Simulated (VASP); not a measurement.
VASP ran on this input.

### INCAR
```
SIGMA = 0.272
NELM = 100   # most electronic steps
SYSTEM = TiGe2
LREAL = .FALSE.
ISMEAR = 0
LCHARG = .FALSE.
ISIF = 2   # forces and stress, cell fixed
ENCUT = 300   # plane-wave cut-off (eV)
LMAXMIX = 4
PREC = Accurate
ALGO = Normal   # blocked Davidson
LWAVE = .FALSE.
EDIFF = 1E-6
LASPH = .TRUE.   # aspherical one-centre terms
```

POSCAR:
```
TiGe2
1
    0.0000000000     4.3089850000     4.3796050000
    2.5122500000     0.0000000000     4.3796050000
    2.5122500000     4.3089850000     0.0000000000
Ti Ge
2 4
Direct
  0.7500000000   0.7500000000   0.7500000000
  0.5000000000   0.5000000000   0.5000000000
  0.0826300000   0.4173700000   0.0826300000
  0.4173700000   0.0826300000   0.4173700000
  0.1673700000   0.8326300000   0.1673700000
  0.8326300000   0.1673700000   0.8326300000
```

**KPOINTS**
```
Automatic mesh
0
Gamma
5 5 5
0 0 0
```

POTCAR, in this order: Ti_sv Ge_d (LDA.64 set). Program: vasp_std.

**Question.** Write an equivalent input for Quantum ESPRESSO's pw.x.

**Answer.** One equivalent input (not run):
```
&CONTROL
  calculation = 'scf'
  pseudo_dir = './pseudo'
  outdir = './out'
  tprnfor = .true.
  tstress = .true.
/
&SYSTEM
  ibrav = 0
  nat = 6
  ntyp = 2
  ecutwfc = 84
  occupations = 'smearing'
  smearing = 'gaussian'
  degauss = 0.01999
  input_dft = 'pz'
/
&ELECTRONS
  conv_thr = 7.3e-08
  electron_maxstep = 100
/
ATOMIC_SPECIES
  Ti 47.867 Ti.upf
  Ge 72.630 Ge.upf
CELL_PARAMETERS angstrom
     0.0000000    4.3089850    4.3796050
     2.5122500    0.0000000    4.3796050
     2.5122500    4.3089850    0.0000000
ATOMIC_POSITIONS crystal
  Ti   0.7500000  0.7500000  0.7500000
  Ti   0.5000000  0.5000000  0.5000000
  Ge   0.0826300  0.4173700  0.0826300
  Ge   0.4173700  0.0826300  0.4173700
  Ge   0.1673700  0.8326300  0.1673700
  Ge   0.8326300  0.1673700  0.8326300
K_POINTS automatic
  5 5 5 0 0 0
```
The two are equivalent in intent, not identical: the potentials are each code's own (VASP's PAW set, PseudoDojo norm-conserving files in pw.x), so ENCUT and ecutwfc are chosen apart and not converted; conv_thr bounds pw.x's estimated SCF error, while EDIFF bounds the energy change between steps.

The structure comes from a computed database's TiGe2 entry (Fddd); how it stands against other phases isn't given here. The cell was not relaxed at this level. The k-mesh is coarse (spacing up to 0.32 per Å, 2π included), so the numbers may not be converged in it.
